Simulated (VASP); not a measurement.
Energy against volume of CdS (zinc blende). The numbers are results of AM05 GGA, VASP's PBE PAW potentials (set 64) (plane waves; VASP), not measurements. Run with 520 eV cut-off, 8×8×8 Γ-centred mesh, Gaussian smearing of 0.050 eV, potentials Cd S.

| V (Å³/atom) | E (eV/atom) |
|---|---|
| 23.596 | -3.15534 |
| 24.349 | -3.16955 |
| 25.102 | -3.17401 |
| 25.855 | -3.17023 |

### Question
Fit these four points and predict the energy of the run at 26.608 Å³/atom.

### Answer
A cubic in V^(−2/3), the third-order Birch-Murnaghan form, passes through the four points with V0 = 25.11 Å³/atom and B0 = 58 GPa, and gives -3.1595 eV/atom there. The run gave -3.1595 eV/atom, -0.0 meV/atom from the fit; all five points give B0 = 58 GPa.

The compound is CdS in the zinc blende structure, a metastable form; wurtzite is the usual one. It was relaxed first.
